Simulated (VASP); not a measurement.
Data:

```xyz
2
Lattice="1.3970 -2.4197 0.0000 1.3970 2.4197 0.0000 0.0000 0.0000 4.4345" Properties=species:S:1:pos:R:3 pbc="T T T"
Ti     1.3970     0.8066     1.1086
Ti     1.3970    -0.8066     3.3259
```

Computed with LDA (Ceperley-Alder, Perdew-Zunger), VASP's LDA PAW potentials (set 64) (plane waves; VASP 6.6.1). Settings: 500 eV cut-off, 15×15×8 Γ-centred mesh, first-order Methfessel-Paxton smearing of 0.10 eV, potentials Ti_sv.

Energy and stress use the plane-wave basis of the starting cell.

Q: The ions, cell shape and volume at an external pressure of 20.0 GPa are relaxed. Predict the relaxed structure.

A: 
```xyz
2
Lattice="1.3671 -2.3679 0.0000 1.3671 2.3679 0.0000 0.0000 0.0000 4.3689" Properties=species:S:1:pos:R:3 pbc="T T T"
Ti     1.3671     0.7893     1.0922
Ti     1.3671    -0.7893     3.2767
```
Space group P6_3/mmc (194), at a tolerance of 0.03 Å.

Q: How do energy and volume change from the first to the last step?

A: The energy (σ→0) changes by +78.0 meV/atom and the volume by -5.7 %, in 10 ionic steps.

```json
[
 {"step": "1", "E(σ→0) (eV)": "-17.0350", "max force (eV/Å)": "0.000", "pressure (GPa)": "9.91", "volume (Å³)": "29.98"},
 {"step": "2", "E(σ→0) (eV)": "-16.4861", "max force (eV/Å)": "0.000", "pressure (GPa)": "37.54", "volume (Å³)": "26.07"},
 {"step": "3", "E(σ→0) (eV)": "-16.8845", "max force (eV/Å)": "0.000", "pressure (GPa)": "19.76", "volume (Å³)": "28.33"},
 {"step": "4", "E(σ→0) (eV)": "-16.8803", "max force (eV/Å)": "0.000", "pressure (GPa)": "19.94", "volume (Å³)": "28.30"},
 {"step": "5", "E(σ→0) (eV)": "-16.8762", "max force (eV/Å)": "0.000", "pressure (GPa)": "20.16", "volume (Å³)": "28.26"},
 {"step": "6", "E(σ→0) (eV)": "-16.8757", "max force (eV/Å)": "0.000", "pressure (GPa)": "20.15", "volume (Å³)": "28.26"},
 {"step": "7", "E(σ→0) (eV)": "-16.8753", "max force (eV/Å)": "0.000", "pressure (GPa)": "20.18", "volume (Å³)": "28.25"},
 {"step": "8", "E(σ→0) (eV)": "-16.8751", "max force (eV/Å)": "0.000", "pressure (GPa)": "20.21", "volume (Å³)": "28.25"},
 {"step": "9", "E(σ→0) (eV)": "-16.8847", "max force (eV/Å)": "0.000", "pressure (GPa)": "19.71", "volume (Å³)": "28.33"},
 {"step": "10", "E(σ→0) (eV)": "-16.8791", "max force (eV/Å)": "0.000", "pressure (GPa)": "19.94", "volume (Å³)": "28.28"}
]
```

The compound is Ti in the hcp structure. This run relaxes it under an external pressure of 20 GPa. Symmetry was kept, so distortions that lower it aren't found.
